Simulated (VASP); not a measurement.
# ZnCdPt3 (Pm-3m) in VASP: notebook, part 2 of 2

VASP 6.6.1.

### Step 3. Relaxation of cell and atoms, LDA

File INCAR:

```
SYSTEM = ZnCdPt3
PREC = Accurate
ENCUT = 600
EDIFF = 1E-6
ISMEAR = 1
SIGMA = 0.1
LREAL = .FALSE.
LASPH = .TRUE.
NELM = 100
ALGO = Normal
ISIF = 3
LWAVE = .FALSE.
LCHARG = .FALSE.
IBRION = 2
NSW = 40
EDIFFG = -0.02
```

File KPOINTS:

```
Automatic mesh
0
G
  7 7 7
  0 0 0
```

File POSCAR:

```
ZnCdPt3
1.0
    4.1456724800      0.0000000000      0.0000000000
    0.0000000000      4.1456724800      0.0000000000
    0.0000000000      0.0000000000      4.1456724800
Zn Cd Pt
1 1 3
Direct
    0.0000000000      0.0000000000      0.0000000000
    0.5000000000      0.5000000000      0.5000000000
    0.5000000000      0.0000000000      0.0000000000
    0.0000000000      0.5000000000      0.0000000000
    0.0000000000      0.0000000000      0.5000000000
```

Potentials or basis: VASP PAW LDA potentials, release 64 (Zn, Cd, Pt).

Launch:

```bash
> cat potpaw_LDA.64/Zn/POTCAR potpaw_LDA.64/Cd/POTCAR potpaw_LDA.64/Pt/POTCAR > POTCAR
> mpirun -np 1 vasp_std > vasp.out
```

OUTCAR:

```text
SYSTEM = ZnCdPt3
   PREC = Accurate
   ENCUT = 600
   EDIFF = 1E-6
   ISMEAR = 1
   LREAL = .FALSE.
   LASPH = .TRUE.
   NELM = 100
   ISIF = 3
   IBRION = 2
   NSW = 40
   EDIFFG = -0.02

 ion  position               nearest neighbor table
   1  0.000  0.000  0.000-   3 2.07   4 2.07   5 2.07   5 2.07   4 2.07   3 2.07
   2  0.500  0.500  0.500-   3 2.93   4 2.93   5 2.93   3 2.93   4 2.93   3 2.93   5 2.93   3 2.93
                             4 2.93   5 2.93   4 2.93   5 2.93
   3  0.500  0.000  0.000-   1 2.07   1 2.07   4 2.93   5 2.93   2 2.93   5 2.93   2 2.93   4 2.93
                             2 2.93   2 2.93   4 2.93   5 2.93   5 2.93   4 2.93
   4  0.000  0.500  0.000-   1 2.07   1 2.07   3 2.93   5 2.93   2 2.93   5 2.93   2 2.93   3 2.93
                             5 2.93   5 2.93   2 2.93   3 2.93   2 2.93   3 2.93
   5  0.000  0.000  0.500-   1 2.07   1 2.07   3 2.93   4 2.93   2 2.93   3 2.93   4 2.93   2 2.93
                             4 2.93   4 2.93   2 2.93   3 2.93   3 2.93   2 2.93

  LATTYP: Found a simple cubic cell.
 ALAT       =     4.1456724800

  Lattice vectors:

 A1 = (   4.1456724800,   0.0000000000,   0.0000000000)
 A2 = (   0.0000000000,   4.1456724800,   0.0000000000)
 A3 = (   0.0000000000,   0.0000000000,   4.1456724800)

Analysis of symmetry for initial positions (statically):
=====================================================================
 Subroutine PRICEL returns:
 Original cell was already a primitive cell.

 Routine SETGRP: Setting up the symmetry group for a
 simple cubic supercell.

[... 211 lines left out ...]
 E-fermi :   0.7079     XC(G=0):  -9.4010

 val. band max:        0.7071241254   @ k =   0.1429   0.0000   0.0000
 cond. band min:       0.7485799869   @ k =   0.2857   0.2857   0.0000
 fundamental gap:      0.0414558616
 Fermi energy:         0.7079336875

 k-point     1 :       0.0000    0.0000    0.0000
  band No.  band energies     occupation
      1      -7.0631      2.00000
      2      -7.0631      2.00000
      3      -7.0557      2.00000
      4      -7.0557      2.00000
      5      -7.0557      2.00000
      6      -5.6838      2.00000
[... 760 lines left out ...]
  FREE ENERGIE OF THE ION-ELECTRON SYSTEM (eV)
  ---------------------------------------------------
  free  energy   TOTEN  =       -22.7509627070 eV

  energy  without entropy=      -22.7483996122  energy(sigma->0) =      -22.75010834

[... ionic steps 4 to 16 ...]

--------------------------------------- Ionic step       17  -------------------------------------------

 number of electron      54.0000046 magnetization

------------------------ aborting loop because EDIFF is reached ----------------------------------------
[... 73 lines left out ...]
--------------------------------------- Ionic step       19  -------------------------------------------

 number of electron      54.0000045 magnetization

 Free energy of the ion-electron system (eV)
  ---------------------------------------------------
  ext. energy  EPLUGINS =         0.00000000
  ---------------------------------------------------
  free energy    TOTEN  =       -22.85678366 eV

  energy without entropy =      -22.85540690  energy(sigma->0) =      -22.85632474

 E-fermi :   5.3134     XC(G=0): -12.0115

 val. band max:        5.0185780064   @ k =   0.1429   0.1429   0.0000
 cond. band min:       5.3449615438   @ k =   0.1429   0.1429   0.1429
 fundamental gap:      0.3263835375
 Fermi energy:         5.3134179531

 k-point     1 :       0.0000    0.0000    0.0000
  band No.  band energies     occupation
      1      -3.9904      2.00000
      2      -3.0223      2.00000
      3      -3.0223      2.00000
      4      -2.7710      2.00000
      5      -2.7710      2.00000
      6      -2.7710      2.00000
[... 721 lines left out ...]
  FREE ENERGIE OF THE ION-ELECTRON SYSTEM (eV)
  ---------------------------------------------------
  free  energy   TOTEN  =       -22.8567836587 eV

  energy  without entropy=      -22.8554069007  energy(sigma->0) =      -22.85632474

 reached required accuracy - stopping structural energy minimisation
```

Run time: 11 min. Hardware: 1 thread of AMD EPYC 7R43 (Zen 3), shared host; peak memory 0.19 GiB.

What came out:

| Quantity | Value |
| --- | --- |
| Free energy | -22.8568 eV |
| Relaxed volume | 18.41 Å³/atom |
| Relaxed cell | a = 4.515 Å, b = 4.515 Å, c = 4.515 Å, α = 90.00°, β = 90.00°, γ = 90.00° |
| Space group after relaxing (to 0.05 Å) | Pm-3m (No. 221) |
| Energy gained by relaxing | 686.4 meV/atom |
| Ionic steps | 19 |
| Pressure after relaxing | 0.0 GPa |
| Band gap on the k mesh | none (metal or under the smearing width) |

Step by step:
```csv
step,energy change (eV),largest force (eV/Å),pressure (GPa),volume (Å³)
1,0.0000,0.0000,68.72,71.25
2,2.7927,0.0000,-18.21,154.68
3,-3.3261,0.0000,-5.31,96.30
4,-3.4198,0.0000,-2.08,93.72
5,-3.4319,0.0000,-0.18,92.21
6,-3.4315,0.0000,0.48,91.75
7,-3.4315,0.0000,0.46,91.76
8,-3.4315,0.0000,0.44,91.78
9,-3.4315,0.0000,0.45,91.78
10,-3.4315,0.0000,0.44,91.78
11,-3.4315,0.0000,0.44,91.78
12,-3.4315,0.0000,0.44,91.78
13,-3.4315,0.0000,0.44,91.78
14,-3.4316,0.0000,0.43,91.78
15,-3.4316,0.0000,0.41,91.79
16,-3.4316,0.0000,0.39,91.81
17,-3.4317,0.0000,0.31,91.84
18,-3.4318,0.0000,0.25,91.91
19,-3.4319,0.0000,0.04,92.05
```

Final structure:
```
Zn Cd Pt
1.0
     4.51519    0.00000    0.00000
     0.00000    4.51519    0.00000
     0.00000    0.00000    4.51519
Zn Cd Pt
1 1 3
Direct
  0.00000 0.00000 0.00000
  0.50000 0.50000 0.50000
  0.50000 0.00000 0.00000
  0.00000 0.50000 0.00000
  0.00000 0.00000 0.50000
```

Caveat: the volume moved by over 15 % at a fixed basis, so the end points are rough.

### Step 4. Single point, LDA+U

File INCAR:

```
ALGO = Normal
EDIFF = 1E-7
ENCUT = 520
GGA = CA
ISIF = 2
ISMEAR = 1
LASPH = T
LCHARG = F
LDAU = T
LDAUJ = 0 0 0
LDAUL = -1 -1 2
LDAUPRINT = 1
LDAUTYPE = 2
LDAUU = 0 0 4
LMAXMIX = 4
LREAL = F
LWAVE = F
NELM = 100
PREC = Accurate
SIGMA = 0.1
```

File KPOINTS:

```
k-points
0
Gamma
  7 7 7
```

File POSCAR:

```
ZnCdPt3
4.1457
    0.999993361797      0.000000000000      0.000000000000
    0.000000000000      0.999993361797      0.000000000000
    0.000000000000      0.000000000000      0.999993361797
Zn Cd Pt
1 1 3
Direct
    0.0000000000      0.0000000000      0.0000000000
    0.5000000000      0.5000000000      0.5000000000
    0.5000000000      0.0000000000      0.0000000000
    0.0000000000      0.5000000000      0.0000000000
    0.0000000000      0.0000000000      0.5000000000
```

Potentials or basis: VASP PAW LDA potentials, release 54 (Zn, Cd, Pt).

Launch:

```bash
> cat potpaw_LDA.54/Zn/POTCAR potpaw_LDA.54/Cd/POTCAR potpaw_LDA.54/Pt/POTCAR > POTCAR
> mpirun -np 1 vasp_std > vasp.out
```

Run time: 49 s. Hardware: 1 thread of AMD EPYC 7R43 (Zen 3), shared host; peak memory 0.15 GiB.

It converged, with:

```
Free energy            : -12.7320 eV
Pressure               : 56.0 GPa
Band gap on the k mesh : none (metal or under the smearing width)
```

Levels at points of the mesh, in eV from the Fermi level:
```csv
k point,band 24,band 25,band 26,band 27,band 28,band 29,band 30,band 31
"(0.00, 0.00, 0.00)",-0.96,-0.86,-0.86,0.06,0.06,0.06,5.76,6.37
```

Eigenvalues of the final occupation matrices:
| site | spin | trace | eigenvalues |
| --- | --- | --- | --- |
| site 3 d | 1 | 4.47 | 0.87 0.87 0.89 0.89 0.96 |
| site 3 d | 2 | 4.47 | 0.87 0.87 0.89 0.89 0.96 |
| site 4 d | 1 | 4.47 | 0.87 0.87 0.89 0.89 0.96 |
| site 4 d | 2 | 4.47 | 0.87 0.87 0.89 0.89 0.96 |
| site 5 d | 1 | 4.47 | 0.87 0.87 0.89 0.89 0.96 |
| site 5 d | 2 | 4.47 | 0.87 0.87 0.89 0.89 0.96 |

Caveat: a pressure of tens of GPa on the cell as given is suspect, and the run, the potentials or the cell itself is likely at fault; U without spin polarisation on a metal has little footing; the U is typed as a test and isn't derived for this compound.

### Step 5. Overview

| task | level | potentials or basis | U | cell | cutoff (eV) | gap on the mesh (eV) | pressure (GPa) | relaxed volume (Å³/atom) |
| --- | --- | --- | --- | --- | --- | --- | --- | --- |
| relaxation of cell and atoms | PBE | VASP PAW PBE potentials, release 64 (Zn, Cd, Pt) | - | relaxed | 600 | none | 0.0 | 19.92 |
| relaxation of cell and atoms | LDA | VASP PAW LDA potentials, release 64 (Zn, Cd, Pt) | - | relaxed | 600 | none | 0.0 | 18.41 |
| single point | LDA+U | VASP PAW LDA potentials, release 54 (Zn, Cd, Pt) | Pt d U = 4 eV | as given | 520 | none | 56.0 | - |

Alike in all rows: no spin polarisation; k mesh 7 × 7 × 7; smearing methfessel-paxton 0.1 eV.

Caveats: the volume moved by over 15 % at a fixed basis, so the end points are rough (some runs); a pressure of tens of GPa on the cell as given is suspect, and the run, the potentials or the cell itself is likely at fault (some runs); U without spin polarisation on a metal has little footing (some runs); the U is typed as a test and isn't derived for this compound (some runs).

Total energies depend on the potentials used, so only differences within one code and one set of settings carry meaning.
